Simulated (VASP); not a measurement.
Level of theory: rev-vdW-DF2, VASP's PBE PAW potentials (set 64) (plane waves; VASP).

VASP input:

**INCAR**
```
! general
SYSTEM   = CdF2
PREC     = Accurate
ENCUT    = 520
LREAL    = .FALSE.
LASPH    = .TRUE.

! electronic loop
EDIFF    = 1E-6
NELM     = 100
ALGO     = Normal
LMAXMIX  = 4

! smearing
ISMEAR   = 0
SIGMA    = 0.05

! functional
GGA      = MK
LUSE_VDW = .TRUE.
AGGAC    = 0.0
PARAM1   = 0.1234568
PARAM2   = 0.7114
ZAB_VDW  = -1.8867

! ions
IBRION   = 2
NSW      = 60
ISIF     = 3
EDIFFG   = -0.02

! output
LWAVE    = .FALSE.
LCHARG   = .FALSE.
```

**POSCAR**
```
CdF2
1
    0.0000000000     2.6950000000     2.6950000000
    2.6950000000     0.0000000000     2.6950000000
    2.6950000000     2.6950000000     0.0000000000
Cd F
1 2
Direct
  0.0000000000   0.0000000000   0.0000000000
  0.2500000000   0.2500000000   0.2500000000
  0.7500000000   0.7500000000   0.7500000000
```

**KPOINTS**
```
Automatic mesh
0
Gamma
7 7 7
0 0 0
```

POTCAR, in this order: Cd F (PBE.64 set). Program: vasp_std.

The run wrote:

File OSZICAR:
```
       N       E                     dE             d eps       ncg     rms          rms(c)
DAV:   1     0.211702528346E+03    0.21170E+03   -0.15766E+04   696   0.155E+03
DAV:   2     0.240749454051E+01   -0.20930E+03   -0.20360E+03   785   0.387E+02
DAV:   3    -0.648508579447E+01   -0.88926E+01   -0.88729E+01   751   0.894E+01
DAV:   4    -0.653493770605E+01   -0.49852E-01   -0.49842E-01   773   0.657E+00
DAV:   5    -0.653509667606E+01   -0.15897E-03   -0.15897E-03   721   0.339E-01    0.103E+01
DAV:   6    -0.482838621740E+01    0.17067E+01   -0.51973E+00   902   0.436E+01    0.753E+00
DAV:   7    -0.485848086118E+01   -0.30095E-01   -0.79896E-01   683   0.954E+00    0.441E+00
DAV:   8    -0.484512883435E+01    0.13352E-01   -0.15615E-01   684   0.407E+00    0.713E-01
DAV:   9    -0.483598881767E+01    0.91400E-02   -0.38473E-02   854   0.248E+00    0.931E-02
DAV:  10    -0.483634035566E+01   -0.35154E-03   -0.28418E-03   683   0.661E-01    0.956E-02
DAV:  11    -0.483637533715E+01   -0.34981E-04   -0.11205E-04   727   0.154E-01    0.384E-02
DAV:  12    -0.483638043305E+01   -0.50959E-05   -0.46432E-05   683   0.690E-02    0.149E-02
DAV:  13    -0.483638044390E+01   -0.10845E-07   -0.15754E-06   536   0.121E-02
   1 F= -.48363804E+01 E0= -.48363804E+01  d E =-.483638E+01
       N       E                     dE             d eps       ncg     rms          rms(c)
DAV:   1    -0.517815831600E+01   -0.34178E+00   -0.70856E+00   684   0.326E+01    0.456E+00
DAV:   2    -0.487101401403E+01    0.30714E+00   -0.11649E+00   686   0.105E+01    0.103E+00
DAV:   3    -0.484903417308E+01    0.21980E-01   -0.53496E-02   680   0.423E+00    0.112E+00
DAV:   4    -0.484577128039E+01    0.32629E-02   -0.70699E-03   688   0.107E+00    0.766E-01
DAV:   5    -0.484487541209E+01    0.89587E-03   -0.14371E-03   700   0.438E-01    0.637E-02
DAV:   6    -0.484480595922E+01    0.69453E-04   -0.26365E-04   839   0.311E-01    0.160E-02
DAV:   7    -0.484480936689E+01   -0.34077E-05   -0.28974E-05   687   0.614E-02    0.860E-03
DAV:   8    -0.484480882100E+01    0.54590E-06   -0.38465E-06   698   0.306E-02
   2 F= -.48448088E+01 E0= -.48448088E+01  d E =-.842838E-02
       N       E                     dE             d eps       ncg     rms          rms(c)
DAV:   1    -0.486538547834E+01   -0.20576E-01   -0.41333E-01   684   0.774E+00    0.108E+00
DAV:   2    -0.484722419681E+01    0.18161E-01   -0.69904E-02   689   0.254E+00    0.233E-01
DAV:   3    -0.484596115012E+01    0.12630E-02   -0.31573E-03   688   0.111E+00    0.240E-01
DAV:   4    -0.484578542642E+01    0.17572E-03   -0.47488E-04   688   0.273E-01    0.167E-01
DAV:   5    -0.484574748122E+01    0.37945E-04   -0.10809E-04   700   0.132E-01    0.232E-02
DAV:   6    -0.484574171333E+01    0.57679E-05   -0.25001E-05   838   0.961E-02    0.368E-03
DAV:   7    -0.484574229122E+01   -0.57790E-06   -0.20451E-06   446   0.148E-02
   3 F= -.48457423E+01 E0= -.48457423E+01  d E =-.936185E-02
```

**OUTCAR**
```
------------------------ aborting loop because EDIFF is reached ----------------------------------------
  FORCE on cell =-STRESS in cart. coord.  units (eV):
  Direction    XX          YY          ZZ          XY          YZ          ZX
  --------------------------------------------------------------------------------------
  Total        0.0017042      0.0017042      0.0017042     -0.0000000      0.0000000      0.0000000
  in kB        0.0679480      0.0679480      0.0679480     -0.0000000      0.0000000      0.0000000
  external PRESSURE =       0.0679480 kB  Pullay stress =       0.0000000 kB
  volume of cell :       40.19
      direct lattice vectors                 reciprocal lattice vectors
     0.000000000  2.718601249  2.718601249    -0.183918109  0.183918109  0.183918109
     2.718601249  0.000000000  2.718601249     0.183918109 -0.183918109  0.183918109
     2.718601249  2.718601249  0.000000000     0.183918109  0.183918109 -0.183918109
 POSITION                                       TOTAL-FORCE (eV/Angst)
 -----------------------------------------------------------------------------------
      0.00000      0.00000      0.00000         0.000000      0.000000     -0.000000
      1.35930      1.35930      1.35930        -0.000000     -0.000000     -0.000000
      4.07790      4.07790      4.07790         0.000000      0.000000      0.000000
 -----------------------------------------------------------------------------------
    total drift:                                0.000000      0.000000      0.000000
  FREE ENERGIE OF THE ION-ELECTRON SYSTEM (eV)
  ---------------------------------------------------
  free  energy   TOTEN  =        -4.8457422912 eV

  energy  without entropy=       -4.8457422912  energy(sigma->0) =       -4.84574229

 reached required accuracy - stopping structural energy minimisation
```
(Selected blocks of OUTCAR.)

**CONTCAR**
```
CdF2
   1.00000000000000
     0.0000000000000000    2.7186012485406135    2.7186012485406135
     2.7186012485406135    0.0000000000000000    2.7186012485406135
     2.7186012485406135    2.7186012485406135    0.0000000000000000
  Cd              F
     1     2
Direct
     0.0000000000000000    0.0000000000000000    0.0000000000000000
     0.2500000000000000    0.2500000000000000    0.2500000000000000
     0.7500000000000000    0.7500000000000000    0.7500000000000000
```

**OUTCAR**
```
 val. band max:       -1.7676266076   @ k =  -0.2857   0.4286   0.1429

 cond. band min:       1.1737990743   @ k =   0.0000   0.0000   0.0000


 Fermi energy:        -1.5063112043

 k-point     1 :       0.0000    0.0000    0.0000
  band No.  band energies     occupation
      1     -22.2318      2.00000
      2     -21.1836      2.00000
      3      -7.2275      2.00000
      4      -7.2275      2.00000
      5      -7.2275      2.00000
      6      -6.1282      2.00000
      7      -6.1282      2.00000
      8      -2.6202      2.00000
      9      -2.6202      2.00000
     10      -2.6202      2.00000
     11      -2.2335      2.00000
     12      -2.2335      2.00000
     13      -2.2335      2.00000
     14       1.1738      0.00000
     15      10.7405      0.00000
     16      10.7405      0.00000
     17      10.7405      0.00000

 k-point     2 :       0.1429    0.0000    0.0000
  band No.  band energies     occupation
      1     -22.1701      2.00000
      2     -21.2366      2.00000
      3      -7.1570      2.00000
      4      -7.1570      2.00000
      5      -7.0267      2.00000
      6      -6.1476      2.00000
      7      -6.1476      2.00000
      8      -3.2006      2.00000
      9      -2.7612      2.00000
     10      -2.7612      2.00000
     11      -2.3750      2.00000
     12      -2.2088      2.00000
     13      -2.2088      2.00000
     14       1.9060      0.00000
     15       9.8327      0.00000
     16      11.0273      0.00000
     17      11.0273      0.00000

 k-point     3 :       0.2857    0.0000    0.0000
  band No.  band energies     occupation
      1     -22.0093      2.00000
      2     -21.3800      2.00000
      3      -7.0113      2.00000
      4      -7.0113      2.00000
      5      -6.5118      2.00000
      6      -6.1494      2.00000
      7      -6.1494      2.00000
      8      -3.9815      2.00000
      9      -3.0984      2.00000
     10      -3.0984      2.00000
     11      -3.0103      2.00000
...
```

Energy and stress use the plane-wave basis of the starting cell.

The compound is CdF2 in the fluorite structure. This run relaxes it. Symmetry was kept, so distortions that lower it aren't found.
